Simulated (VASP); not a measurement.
Consider the following.

```xyz
8
Lattice="3.9889 0.0000 0.0000 0.0000 3.9889 0.0000 0.0000 0.0000 9.3332" Properties=species:S:1:pos:R:3 pbc="T T T"
La     0.0000     0.0000     0.0000
Bi     1.9944     1.9944     2.5982
Bi     1.9944     1.9944     6.7350
Cl     0.0000     0.0000     4.6666
O      0.0000     1.9944     1.5088
O      0.0000     1.9944     7.8244
O      1.9944     0.0000     1.5088
O      1.9944     0.0000     7.8244
```

Method: LDA (Ceperley-Alder, Perdew-Zunger), VASP's LDA PAW potentials (set 64) (plane waves; VASP 6.6.1). Settings: 400 eV cut-off, 6×6×3 Γ-centred mesh, Fermi-Dirac smearing of 0.020 eV, potentials La Bi_d Cl O.

Unless said otherwise, spin-orbit coupling is left out, though it shifts the bands of the heavy elements here.

Question: Give the energies of bands 25 to 38 at the high-symmetry points, in eV from the valence-band maximum.

Answer: 
```json
[
 {"band": "25", "Γ": "-3.46", "X": "-3.10", "M": "-2.84", "Z": "-3.40", "R": "-3.08", "A": "-2.58"},
 {"band": "26", "Γ": "-2.28", "X": "-3.07", "M": "-2.41", "Z": "-2.28", "R": "-2.60", "A": "-2.51"},
 {"band": "27", "Γ": "-2.00", "X": "-2.34", "M": "-2.41", "Z": "-1.93", "R": "-2.20", "A": "-2.19"},
 {"band": "28", "Γ": "-1.39", "X": "-2.13", "M": "-1.92", "Z": "-1.41", "R": "-2.14", "A": "-2.19"},
 {"band": "29", "Γ": "-1.06", "X": "-1.55", "M": "-1.84", "Z": "-1.12", "R": "-1.61", "A": "-1.47"},
 {"band": "30", "Γ": "-1.06", "X": "-1.28", "M": "-1.38", "Z": "-1.12", "R": "-1.52", "A": "-1.47"},
 {"band": "31", "Γ": "-1.00", "X": "-0.99", "M": "-1.38", "Z": "-0.95", "R": "-1.26", "A": "-1.40"},
 {"band": "32", "Γ": "-1.00", "X": "-0.98", "M": "-0.89", "Z": "-0.95", "R": "-0.89", "A": "-1.22"},
 {"band": "33", "Γ": "-0.92", "X": "-0.69", "M": "-0.65", "Z": "-0.93", "R": "-0.78", "A": "-0.65"},
 {"band": "34", "Γ": "-0.38", "X": "-0.52", "M": "-0.57", "Z": "-0.51", "R": "-0.53", "A": "-0.57"},
 {"band": "35", "Γ": "-0.37", "X": "-0.30", "M": "-0.38", "Z": "-0.38", "R": "-0.50", "A": "-0.38"},
 {"band": "36", "Γ": "-0.37", "X": "-0.22", "M": "-0.17", "Z": "-0.38", "R": "0.00", "A": "-0.17"},
 {"band": "37", "Γ": "1.19", "X": "3.22", "M": "3.86", "Z": "1.50", "R": "3.77", "A": "4.02"},
 {"band": "38", "Γ": "3.43", "X": "4.32", "M": "3.97", "Z": "2.99", "R": "4.55", "A": "4.02"}
]
```

The gap is indirect, 1.19 eV, from the valence maximum at R to the conduction minimum at Γ.

The structure comes from a computed database's LaBi2ClO4 entry (P4/mmm); how it stands against other phases isn't given here. The cell was not relaxed at this level.
